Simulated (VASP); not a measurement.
Output of a VASP run:

### OSZICAR
```
       N       E                     dE             d eps       ncg     rms          rms(c)
DAV:   1     0.298421579422E+02    0.29842E+02   -0.68648E+03  5433   0.154E+03
DAV:   2    -0.189717818907E+02   -0.48814E+02   -0.42692E+02  4815   0.324E+02
DAV:   3    -0.248839493743E+02   -0.59122E+01   -0.48363E+01  5221   0.223E+02
DAV:   4    -0.252507166979E+02   -0.36677E+00   -0.32519E+00  5405   0.271E+01
DAV:   5    -0.252706667046E+02   -0.19950E-01   -0.15961E-01  5307   0.365E+00    0.342E+01
DAV:   6    -0.241285373745E+02    0.11421E+01   -0.13345E+00  5604   0.356E+01    0.124E+01
DAV:   7    -0.237876981023E+02    0.34084E+00   -0.77935E-01  5712   0.264E+01    0.105E+00
DAV:   8    -0.237737754198E+02    0.13923E-01   -0.13984E-02  5905   0.176E+00    0.260E-01
DAV:   9    -0.237730024414E+02    0.77298E-03   -0.83976E-04  5816   0.438E-01    0.338E-02
DAV:  10    -0.237730252335E+02   -0.22792E-04   -0.42584E-05  5072   0.642E-02    0.537E-03
DAV:  11    -0.240560972770E+02   -0.28307E+00   -0.28308E+00  4395   0.210E-02    0.593E-01
DAV:  12    -0.237716838082E+02    0.28441E+00   -0.35534E+00  2764   0.695E-01    0.765E-03
DAV:  13    -0.237716821400E+02    0.16682E-05   -0.27297E-07  3144   0.194E-02    0.697E-03
DAV:  14    -0.237728975826E+02   -0.12154E-02    0.19679E-04  5698   0.354E-02    0.840E-03
DAV:  15    -0.237730092443E+02   -0.11166E-03   -0.11311E-03  4663   0.722E-02    0.411E-03
DAV:  16    -0.237730245162E+02   -0.15272E-04   -0.15457E-04  2822   0.950E-03    0.345E-03
DAV:  17    -0.237730247302E+02   -0.21394E-06   -0.47172E-06  2347   0.137E-02    0.199E-03
DAV:  18    -0.237730248566E+02   -0.12641E-06   -0.23386E-06  4068   0.133E-02    0.310E-03
DAV:  19    -0.237730248712E+02   -0.14617E-07   -0.13901E-07  2220   0.665E-03
   1 F= -.23773025E+02 E0= -.23773259E+02  d E =-.237730E+02
       N       E                     dE             d eps       ncg     rms          rms(c)
DAV:   1    -0.237741435770E+02   -0.11187E-02   -0.93759E-02  4472   0.112E+01    0.160E-01
DAV:   2    -0.237733793759E+02    0.76420E-03   -0.11167E-03  5549   0.444E-01    0.790E-02
DAV:   3    -0.237731449295E+02    0.23445E-03   -0.53519E-04  5726   0.322E-01    0.138E-02
DAV:   4    -0.237731452280E+02   -0.29846E-06   -0.16099E-05  4809   0.490E-02    0.544E-03
DAV:   5    -0.237731450136E+02    0.21436E-06   -0.16049E-07  2961   0.165E-02    0.216E-03
DAV:   6    -0.237731450039E+02    0.97768E-08   -0.69467E-08  2463   0.830E-03
   2 F= -.23773145E+02 E0= -.23773508E+02  d E =-.120133E-03
       N       E                     dE             d eps       ncg     rms          rms(c)
DAV:   1    -0.237734102355E+02   -0.26522E-03   -0.15027E-02  4467   0.451E+00    0.642E-02
DAV:   2    -0.237732872564E+02    0.12298E-03   -0.17908E-04  5544   0.179E-01    0.315E-02
DAV:   3    -0.237732503155E+02    0.36941E-04   -0.83015E-05  5780   0.127E-01    0.569E-03
DAV:   4    -0.237732503997E+02   -0.84186E-07   -0.24239E-06  4818   0.188E-02    0.219E-03
DAV:   5    -0.237732503538E+02    0.45833E-07   -0.18043E-08  2384   0.653E-03
   3 F= -.23773250E+02 E0= -.23773560E+02  d E =-.225483E-03
```

File OUTCAR:
```
------------------------ aborting loop because EDIFF is reached ----------------------------------------
  FORCE on cell =-STRESS in cart. coord.  units (eV):
  Direction    XX          YY          ZZ          XY          YZ          ZX
  --------------------------------------------------------------------------------------
  Total       -3.7289995     -3.7289992     -3.7294758      0.0000000      0.0000000      0.0000000
  in kB     -187.3579034   -187.3578872   -187.3818365      0.0000000      0.0000000      0.0000000
  external PRESSURE =    -187.3658757 kB  Pullay stress =       0.0000000 kB
  volume of cell :       31.89
      direct lattice vectors                 reciprocal lattice vectors
     1.416338442 -2.453170036  0.000000000     0.353022968 -0.203817914 -0.000000000
     1.416338442  2.453170036  0.000000000     0.353022968  0.203817914 -0.000000000
     0.000000000  0.000000000  4.588874682    -0.000000000  0.000000000  0.217918350
 POSITION                                       TOTAL-FORCE (eV/Angst)
 -----------------------------------------------------------------------------------
      1.41634      0.81772      1.14722        -0.000000     -0.000000      0.000000
      1.41634     -0.81772      3.44166         0.000000      0.000000      0.000000
 -----------------------------------------------------------------------------------
    total drift:                                0.000000      0.000014     -0.000016
  FREE ENERGIE OF THE ION-ELECTRON SYSTEM (eV)
  ---------------------------------------------------
  free  energy   TOTEN  =       -23.7732503538 eV

  energy  without entropy=      -23.7741786810  energy(sigma->0) =      -23.77355980

 reached required accuracy - stopping structural energy minimisation
```
(Selected blocks of OUTCAR.)

File POSCAR:
```
Re
1
    1.4178035535    -2.4557076704     0.0000000000
    1.4178035535     2.4557076704     0.0000000000
    0.0000000000     0.0000000000     4.5793956216
Re
2
Direct
  0.3333330000   0.6666670000   0.2500000000
  0.6666670000   0.3333330000   0.7500000000
```

Q: Reconstruct the remaining input files.

A: Several could match; the one computed here: the input of the run itself, revPBE GGA, plane waves, VASP's PBE PAW potentials (set 64).

INCAR:
```
SYSTEM = Re
PREC = Accurate; ENCUT = 520; LREAL = F
LASPH = T
EDIFF = 1E-7; NELM = 100; ALGO = Normal
LMAXMIX = 6
ISMEAR = 1; SIGMA = 0.1
GGA = RE
IBRION = 2; NSW = 30; ISIF = 4
EDIFFG = -0.01
LWAVE = F; LCHARG = F
```

File KPOINTS:
```
Automatic
0
G
15 15 8
```

POTCAR, in this order: Re (PBE.64 set). Program: vasp_std.

The compound is Re in the hcp structure. This cell is one point of a volume scan, at 1.06 of the reference volume. Symmetry was kept, so distortions that lower it aren't found.
